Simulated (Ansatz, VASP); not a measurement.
# Cross-check of SiHCF (F-SiC-H chair monolayer) between VASP and Ansatz

Aim: how closely do two programs agree when they are given the same cell, functional and k mesh? Of the first pair: The structure shown is the start of the Ansatz relaxation below; VASP solves that cell, so the two are compared at the walk's first step.

Program: Ansatz 0.2.0. Level of theory: plane waves, with VASP 6.6.1 beside it; PBE with D3(BJ). Results are calculated unless marked as measured.

### 1. Set-up

The cell holds 4 atoms: 1 H, 1 C, 1 Si and 1 F. Its edges and angles: a = 3.086 Å, b = 3.085 Å, c = 30.547 Å, α = 90.0°, β = 90.0°, γ = 120.0°. Vacuum lies along c. The height across the vacuum is the one that the program set for its solve, not the one typed.

### 2. Ansatz: relaxation, PBE with D3(BJ)

Ansatz runs on its default PAW (the set named soft_2) files.

The two programs are compared at the cell with which this relaxation starts, whose forces are those of its first step.

input.yaml

```yaml
crystal:
  lattice:
    - [3.0855, 0.0, 0.0]
    - [-1.54275, 2.6721213834, 0.0]
    - [0.0, 0.0, 21.3733333333]
  atoms:
    - { symbol: H, position: [0.6666666667, 0.3333333333, 0.4210854648] }
    - { symbol: C, position: [0.6666666667, 0.3333333333, 0.4711478478] }
    - { symbol: Si, position: [0.3333333333, 0.6666666667, 0.5003119152] }
    - { symbol: F, position: [0.3333333333, 0.6666666667, 0.5789145352] }
  periodic: [true, true, false]
kpoints:
  mp_grid: { grid: [12, 12, 1] }
hamiltonian:
  xc: pbe
  dispersion: d3bj
scf:
  occupations: { method: fermi_dirac, width: 0.05 }
  convergence: { dr2_threshold: 1.0e-09 }
relax:
  f_tol: 0.004
  max_steps: 90
  cell: {}
output:
  write_potential: true
  write_density: true
  volumetric_format: npy
```

Command:

```bash
ansatz run input.yaml --threads 2 --pin off --max-ram 3072MiB --backend cpu --events-out ev --progress --plain --runs-dir out
```

Numbers of over 12 decimals in the logs are rounded to 6 here.

What it wrote:

```text
Warning: crystal.periodic: the lattice vector that does not repeat stood 0.000° off the slab's normal, 21.373 Å along it as the deck builds it. The run solves the slab on a vector along the normal, 30.547 Å long, with every atom where it was (on the deck's vector they left 18.00 Å outside them, and the widest stretch free of ions among them is 1.68 Å). A fractional position that the run reports is one of the run's ce [...]
Warning: relax.cell: scf.convergence.dr2_threshold = 1e-9 eV is looser than the 2.23656050859e-10 eV advised for a relaxation that steers and ends on the stress (1e-10 eV for each atom of the cell: 4, times the square of relax.cell.stress_2d_tol = 0.05 N/m over 13.4 Å (the atoms' height at the walk's start and 5 Å past either face), 3.739e-2 GPa, over a crystal's default 0.05). What an SCF threshold leaves in a stress goes as its square root, and in the free energy as the threshold itself, and one threshold admits the most on a small cell: [figures from the program's tests cut] Set scf.convergence.dr2_threshold to 2.23656050859e-10 eV or tighter. [rest of the remark cut]
crystal.periodic: the lattice vector that does not repeat stood 0.000° off the slab's normal, 21.373 Å along it as the deck builds it. The run solves the slab on a vector along the normal, 30.547 Å long, with every atom where it was (on the deck's vector they left 18.00 Å outside them, and the widest stretch free of ions among them is 1.68 Å). A fractional position that the run reports is one of the run's cell, which [...]
Engine: ansatz 0.2.0, aarch64-unknown-linux-gnu
Pseudopotentials: kind: paw
Pseudopotential: H, paw, valence charge 1, recommended cutoff 420 eV (normal), H.paw.azcp
Pseudopotential: C, paw, valence charge 4, recommended cutoff 420 eV (normal), C.paw.azcp
Pseudopotential: Si, paw, valence charge 4, recommended cutoff 420 eV (normal), Si.paw.azcp
Pseudopotential: F, paw, valence charge 7, recommended cutoff 420 eV (normal), F.paw.azcp
Functional definition: PBE
  parameter kappa = 0.804
  parameter beta = 0.066725
  exchange = pbe_x(kappa = kappa, mu = beta*pi^2/3)
  correlation = pbe_c(beta = beta)
Crystal: 4 atoms, lattice volume = 251.852 Å³
Basis set: ecut = 420 eV, 4927 PW (Γ), exchange–correlation on 48×48×432 points (8 copies of the dense FFT grid, shifted against one another)
[...]
SCF iter   2: F=—  HF=-1712.918260 eV  |F-HF|=—  |Δ(HF+E_count)|=   1.95e-4  Δρ=2.67e-5  dr2=7.81e-7  ethr=7.67e-8  ⟨swp⟩=2.3  Hψ=411  notcnv=0
SCF iter   3: F=—  HF=-1712.918301 eV  |F-HF|=—  |Δ(HF+E_count)|=   4.14e-5  Δρ=1.16e-5  dr2=1.51e-7  ethr=4.88e-9  ⟨swp⟩=2.8  Hψ=441  notcnv=0
SCF iter   4: F=—  HF=-1712.918301 eV  |F-HF|=—  |Δ(HF+E_count)|=   3.40e-8  Δρ=6.15e-6  dr2=4.49e-8  ethr=9.46e-10  ⟨swp⟩=3.1  Hψ=422  notcnv=0
SCF iter   5: F=—  HF=-1712.918301 eV  |F-HF|=—  |Δ(HF+E_count)|=   1.81e-8  Δρ=2.36e-6  dr2=5.34e-9  ethr=2.81e-10  ⟨swp⟩=2.7  Hψ=416  notcnv=0
SCF iter   6: F=-1712.918301 eV  HF=-1712.918301 eV  |F-HF|=6.29e-10  |Δ(HF+E_count)|=   8.29e-9  Δρ=8.22e-7  dr2=4.61e-10  ethr=6.25e-12  ⟨swp⟩=10.8  Hψ=1621  notcnv=0
SCF 5 converged in 6 iterations: F = -1712.918301 eV  dr2 = 4.61e-10
relax step   5: F+E_penalty+E_count = -1712.91830149 eV  Δ(F+E_penalty+E_count) = -6.328e-5 eV  max|allowed force component| = 2.951e-3 eV/Å  Δτ_max = 0.0008 Å  P = -0.030 N/m  Ω = 256.741 Å³  energy of the carried Pulay correction = -2.659e-3 eV  fix = [c, alpha, beta]  reactions: c -0.000 N/m  (6 SCF iters, accepted)
Initial wavefunctions: pseudopotential atomic-orbital guess (no wavefunctions were taken with the density)
iter 1 solved again at ethr=1.22e-6 eV; its pass at ethr=3.10e-3 eV (dr2=1.96e-4 eV) is discarded
SCF iter   1: F=—  HF=-1712.920860 eV  |F-HF|=—  |Δ(HF+E_count)|=         —  Δρ=8.63e-5  dr2=2.31e-6  ethr=1.22e-6  ⟨swp⟩=4.6  Hψ=3216  notcnv=0
preconditioner: auto → none  [insulator: Δε(μ)=3.479 eV  Ē_g=11.450 eV  σ=0.050 eV  W_gap=1.00  n_scr=16 (ndim 8)  ℏωp=8.7 eV  f_vac=0.806  D(μ)=0.00/eV (n_scr^D=0)  ε∞_Penn≈1.6]
SCF iter   2: F=—  HF=-1712.921053 eV  |F-HF|=—  |Δ(HF+E_count)|=   1.93e-4  Δρ=3.98e-5  dr2=9.66e-7  ethr=1.45e-8  ⟨swp⟩=3.1  Hψ=489  notcnv=0
SCF iter   3: F=—  HF=-1712.921200 eV  |F-HF|=—  |Δ(HF+E_count)|=   1.47e-4  Δρ=2.25e-5  dr2=4.39e-7  ethr=6.04e-9  ⟨swp⟩=2.5  Hψ=407  notcnv=0
SCF iter   4: F=—  HF=-1712.921270 eV  |F-HF|=—  |Δ(HF+E_count)|=   6.95e-5  Δρ=4.34e-6  dr2=7.13e-8  ethr=2.75e-9  ⟨swp⟩=3.5  Hψ=500  notcnv=0
SCF iter   5: F=—  HF=-1712.921276 eV  |F-HF|=—  |Δ(HF+E_count)|=   6.75e-6  Δρ=1.30e-6  dr2=1.05e-9  ethr=4.46e-10  ⟨swp⟩=2.6  Hψ=333  notcnv=0
iter 6 met the thresholds in force, and the SCF goes on: an eigenvalue changes by 1.39 meV, over its tolerance of 1.02 meV (output.eigenvalues, Limitations)
SCF iter   6: F=-1712.921278 eV  HF=-1712.921278 eV  |F-HF|=2.54e-7  |Δ(HF+E_count)|=   1.16e-6  Δρ=4.79e-7  dr2=1.45e-10  ethr=6.25e-12  ⟨swp⟩=17.8  Hψ=2319  notcnv=0
iter 7 met the thresholds in force, and the SCF goes on: an eigenvalue changes by 7.69 meV, over its tolerance of 1.00 meV (output.eigenvalues, Limitations)
SCF iter   7: F=-1712.921278 eV  HF=-1712.921278 eV  |F-HF|=2.93e-8  |Δ(HF+E_count)|=   2.24e-7  Δρ=1.11e-7  dr2=1.15e-11  ethr=1.00e-12  ⟨swp⟩=9.2  Hψ=1720  notcnv=0
Mixer restart at iter 7: flushing history
SCF iter   8: F=-1712.921278 eV  HF=-1712.921278 eV  |F-HF|=0.00e0  |Δ(HF+E_count)|=   2.93e-8  Δρ=5.02e-8  dr2=7.69e-12  ethr=1.00e-12  ⟨swp⟩=8.2  Hψ=1518  notcnv=0
SCF 6 converged in 8 iterations: F = -1712.921278 eV  dr2 = 7.69e-12
relax step   6: F+E_penalty+E_count = -1712.92127783 eV  Δ(F+E_penalty+E_count) = -2.976e-3 eV  max|allowed force component| = 2.218e-3 eV/Å  Δτ_max = 0.0000 Å  P = +0.038 N/m  Ω = 256.741 Å³  fix = [c, alpha, beta]  reactions: c +0.000 N/m  stress off target by 3.82e-2 N/m on what of the cell is left free  SCF on the basis re-selected at this cell (its energy is not comparable with the rows above)  (8 SCF iters)
basis re-selected at this cell: Δ(F+E_penalty+E_count) = -2.976e-3 eV, ΔP = +0.068 N/m vs the last step (what re-selecting the basis moved, of the pressure what is left beyond the Pulay correction that the steps carried, after the strain that the cell walked since its last selection, with what the two solves' SCF thresholds leave and, on support functions, any second-order correction that the steps lacked; it is no m [...]
WARN: The output density's exchange-correlation potential varies sharply where the density is thin. Do not read a vacuum level from v_tot or v_xc, or from such a field of the output density. On a cell that repeats whose density bears no net charge and no dipole along the vacuum's axis use v_es (v_loc + v_h of the components); under efield.dipole_correction with no amplitude use v_es + v_field, which holds any externa [...]
SCF converged after 8 iterations
an eigenvalue changed by more than its tolerance at an iteration that met the thresholds in force, so the SCF went on 2 times, its first undamped step at iteration 7: the last check found none over its tolerance
Free energy (F): -1712.921278 eV
Harris-Foulkes:  -1712.921278 eV  (|F-HF|=0.00e0)
Internal energy: -1712.921278 eV  (E = F + TS)
E sigma→0 (E₀):  -1712.921278 eV
Fermi energy:    -4.692110 eV
--- Per-component energies (eV) ---
  E_band       = -219.207382
  E_kinetic    = 355.796516
  E_local      = -18196.064512  (includes V_loc(G=0)·N_el)
  E_nonlocal   = 126.428105
  E_hartree    = 8896.374584
  E_xc         = -193.422563
  E_vxc        = -221.992942  (∫ρ·V_xc dr)
  E_paw        = -813.264706  (= ΣΔE_a)
  E_vpaw       = -76.124577  (= ΣTr[D̂ρ^β])
  E_aug_tail   = 0.000796  (compensation charges beyond the density's cutoff)
  E_ewald      = 8111.592162
  E_disp       = -0.361659  (pairwise vdW)
  E_smearing   = -0.000000  (= −TS)
  E_closure    = 0.000000  (closes the sum)
  Σ components = -1712.921278   (vs F -1712.921278, Δ=0.00e0)
--- Forces (eV/Å), atoms counted from 1 ---
  atom   1  H     -0.00000000    -0.00000000     0.00114787
  atom   2  C      0.00000000     0.00000000     0.00220463
  atom   3  Si    -0.00000000    -0.00000000    -0.00186909
  atom   4  F      0.00000000     0.00000000    -0.00153649
  max |Σ_I F_I| component: 5.31e-5 eV/Å
--- 2D stress c σ (N/m, compression-positive) ---
        0.038222      -0.000000      -0.000000
       -0.000000       0.038222      -0.000000
       -0.000000      -0.000000       0.000000
  P = ½ c Tr σ = 0.0382 N/m
--- Band table (eV; the first three rows and the last of 19) ---
  k-point 0: bands = ["-29.5681", "-19.7632", "-13.2090", "-10.4792", "-9.5285", "-9.5285", "-6.4549", "-6.4549", "-2.9586 (-2.9587°)", "-1.8069", "-1.0808", "-0.7817"]
  k-point 1: bands = ["-29.5554", "-19.6637", "-13.1633", "-10.5201", "-9.5776", "-9.5568", "-6.9773", "-6.5795", "-2.8221 (-2.8222°)", "-1.6645", "-0.8523", "-0.5617"]
  k-point 2: bands = ["-29.5206", "-19.3706", "-13.0436", "-10.6734", "-9.7083", "-9.6354", "-8.0877", "-6.8842", "-2.4234 (-2.4235°)", "-1.2399", "-0.5818", "-0.2024"]
  k-point 18: bands = ["-29.3514", "-17.0371", "-13.3398", "-11.6689", "-11.2698", "-10.6740", "-9.5229", "-9.0857", "0.3214", "0.6574", "2.0346", "3.1144"]
  ° read free of the cell's end (the report's vacuum.weakly_bound_levels)
--- Relaxed structure (5 steps of the walk, 5 accepted, 1 SCFs on fresh bases) ---
  F+E_penalty+E_count = -1712.92127783 eV   max|allowed force component| = 2.218e-3 eV/Å   (the final SCF, on the basis selected at the relaxed cell)
  cell:  # Å, volume = 256.7405 Å³
    - [3.115301, 0.0, 0]
    - [-1.557650, 2.697929, 0]
    - [0, 0, 30.546667]
  atoms:
    - { symbol: H, position: [0.666667, 0.333333, 0.295420] }
    - { symbol: C, position: [0.666667, 0.333333, 0.331642] }
    - { symbol: Si, position: [0.333333, 0.666667, 0.350040] }
    - { symbol: F, position: [0.333333, 0.666667, 0.402317] }
```

### 3. VASP: single point, PBE with D3(BJ), start cell, pair 1

The same cell, functional, mesh and smearing now go to VASP, with its own data sets.

Lines of VASP's logs that name or quote its potential files are left out, and so is its time.

INCAR

```
SYSTEM = SiHCF
PREC = Accurate
ENCUT = 520
EDIFF = 1E-06
NELM = 120
ISMEAR = -1
SIGMA = 0.05
LREAL = .FALSE.
ALGO = Normal
GGA = PE
IVDW = 12
NBANDS = 14
LORBIT = 11
LWAVE = .FALSE.
LCHARG = .FALSE.
ISIF = 2
LDIPOL = .TRUE.
IDIPOL = 3
DIPOL = 0.5 0.5 0.345
LVHAR = .TRUE.
LASPH = .TRUE.
GGA_COMPAT = .FALSE.
EFERMI = MIDGAP
NELMDL = -8
```

POSCAR

```
SiHCF
1.0
    3.0855000000      0.0000000000      0.0000000000
   -1.5427500000      2.6721210000      0.0000000000
    0.0000000000      0.0000000000     30.5466670000
H C Si F
1 1 1 1
Direct
    0.6666666667      0.3333333333      0.2946311622
    0.6666666667      0.3333333333      0.3296595337
    0.3333333334      0.6666666666      0.3500654589
    0.3333333334      0.6666666666      0.4050632758
```

KPOINTS

```
Automatic mesh
0
Gamma
12 12 1
0 0 0
```

Potentials, in the order of the species: H, C, Si and F (PBE family, release 64).

Command:

```bash
mpirun -np 1 vasp_std
```

What it wrote:

```text
[banner, memory and clock lines left out]
running    1 mpi-ranks, on    1 nodes
 distrk:  each k-point on    1 cores,    1 groups
 distr:  one band on    1 cores,    1 groups

 POSCAR found type information on POSCAR H C SiF
 POSCAR found :  4 types and       4 ions
 LDA part: xc-table for (Slater+PW92), standard interpolation
 POSCAR, INCAR and KPOINTS ok, starting setup
 FFT: planning ... GRIDC
 FFT: planning ... GRID_SOFT
 FFT: planning ... GRID
 WAVECAR not read
 entering main loop
       N       E                     dE             d eps       ncg     rms          rms(c)
DAV:   1     0.128519487122E+03    0.12852E+03   -0.55936E+03   580   0.795E+02
DAV:   2    -0.986971338968E+01   -0.13839E+03   -0.12361E+03   920   0.178E+02
DAV:   3    -0.266669343086E+02   -0.16797E+02   -0.16675E+02   724   0.782E+01
DAV:   4    -0.270744648296E+02   -0.40753E+00   -0.40610E+00   712   0.139E+01
DAV:   5    -0.270836175716E+02   -0.91527E-02   -0.91477E-02   706   0.192E+00
DAV:   6    -0.270839161799E+02   -0.29861E-03   -0.29855E-03   732   0.349E-01
DAV:   7    -0.270839280717E+02   -0.11892E-04   -0.11891E-04   728   0.626E-02
DAV:   8    -0.270839286899E+02   -0.61826E-06   -0.61819E-06   734   0.129E-02    0.106E+01
DAV:   9    -0.242257129709E+02    0.28582E+01   -0.62941E+00   706   0.177E+01    0.496E+00
DAV:  10    -0.240910829413E+02    0.13463E+00   -0.11410E+00   742   0.640E+00    0.223E+00
DAV:  11    -0.240355557273E+02    0.55527E-01   -0.49791E-02   748   0.176E+00    0.105E+00
DAV:  12    -0.240052193911E+02    0.30336E-01   -0.26293E-02   718   0.147E+00    0.237E-01
DAV:  13    -0.240028112484E+02    0.24081E-02   -0.44132E-03   712   0.474E-01    0.126E-01
DAV:  14    -0.239993707873E+02    0.34405E-02   -0.26060E-03   730   0.359E-01    0.896E-02
DAV:  15    -0.239984727382E+02    0.89805E-03   -0.54950E-04   744   0.309E-01    0.515E-02
DAV:  16    -0.239986869108E+02   -0.21417E-03   -0.53017E-04   718   0.163E-01    0.319E-02
DAV:  17    -0.239992376829E+02   -0.55077E-03   -0.17762E-04   630   0.115E-01    0.190E-02
DAV:  18    -0.239994586351E+02   -0.22095E-03   -0.36141E-05   610   0.418E-02    0.159E-02
DAV:  19    -0.239997090205E+02   -0.25039E-03   -0.55450E-05   574   0.542E-02    0.116E-02
DAV:  20    -0.239998827364E+02   -0.17372E-03   -0.17283E-05   582   0.408E-02    0.684E-03
DAV:  21    -0.239999274977E+02   -0.44761E-04   -0.54925E-06   616   0.172E-02    0.285E-03
   1 F= -.24365639E+02 E0= -.24365639E+02  d E =-.460349E-15
```

(Part 1 of 2 ends here.)

[Lines on the potential files, build, host, timing and source positions are cut from VASP's logs without a mark.]

[Logs are printed without paths, hosts, clocks, repeated set-up lines and the standing remarks that a program may print on its own settings, such as how far it seeks lower states.]

[Hosts, paths, dates, database ids (printed as entryN), source tags and the programs' standing remarks are cut or masked in the printed files.]
